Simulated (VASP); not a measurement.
Input:

```
Ag
1.0
    0.00000     2.00140     2.00140
    2.00140     0.00000     2.00140
    2.00140     2.00140     0.00000
Ag
1
Direct
  0.00000   0.00000   0.00000
```

The numbers are results of TPSS meta-GGA, VASP's PBE PAW potentials (set 64) (plane waves; VASP), not measurements. Numerical set-up: 520 eV cut-off, 15×15×15 Γ-centred mesh, first-order Methfessel-Paxton smearing of 0.10 eV, potentials Ag.

### Question
Give the stress tensor in GPa (positive for a compressed cell).

### Answer

```
8.14  0.00  0.00
0.00  8.14  0.00
0.00  0.00  8.14
```
The pressure is its mean diagonal, 8.14 GPa.

The compound is Ag in the fcc structure. This cell is one point of a volume scan, at 0.94 of the reference volume.
